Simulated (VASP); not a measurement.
Set up this calculation in VASP 6.6.1, as the native input.

| Property | Result |
| --- | --- |
| Task | single point |
| Functional | PBE |
| Potentials or basis | VASP PAW PBE potentials, release 64 (Pt, Cl) |
| Cutoff | 520 eV |
| k mesh | 4 × 4 × 4 |
| Occupations | gaussian, width 0.1 eV |
| Spin | no spin polarisation |
| Dipole correction | no |
| Further INCAR settings | ALGO = Fast; EDIFF = 1e-06; NBANDS = 27 |

The structure of PtCl4 lies in POSCAR:

```
PtCl4
1.0
    5.9175195200      0.0000000000      0.0000000000
    0.0000000000      5.9175195200      0.0000000000
    0.0000000000      0.0000000000      5.9175195200
Pt Cl
1 4
Direct
    0.5000000000      0.5000000000      0.5000000000
    0.0000000000      0.0000000000      0.0000000000
    0.5000000000      0.0000000000      0.0000000000
    0.0000000000      0.5000000000      0.0000000000
    0.0000000000      0.0000000000      0.5000000000
```

The cell was built by a generator and needn't be a form met in nature.

The cell isn't the ideal one: random cell by space group and Wyckoff sites (Pm-3m, No. 221).

These files were run (other wordings do the same):

INCAR

```
SYSTEM = PtCl4
PREC = Accurate ; ENCUT = 520
EDIFF = 1E-6 ; ISMEAR = 0
SIGMA = 0.1 ; LREAL = .FALSE.
LASPH = .TRUE. ; NELM = 80
ALGO = Fast ; ISIF = 2
LWAVE = .FALSE. ; LCHARG = .FALSE.
GGA = PE ; NBANDS = 27
```

KPOINTS

```
regular mesh
0
G
  4 4 4
  0 0 0
```

Potentials or basis: VASP PAW PBE potentials, release 64 (Pt, Cl).

Command:

```console
$ cat potpaw_PBE.64/Pt/POTCAR potpaw_PBE.64/Cl/POTCAR > POTCAR
$ mpirun -np 1 vasp_std > vasp.out
```

Results of the run:

The pressure is -3.9 GPa. The band gap on the k mesh is none (metal or under the smearing width).

Run time: 5.2 min on 1 thread of Intel(R) Xeon(R) Platinum 8175M CPU @ 2.50GHz (Skylake/Cascade Lake), with other jobs on the host, peak memory 0.34 GiB.
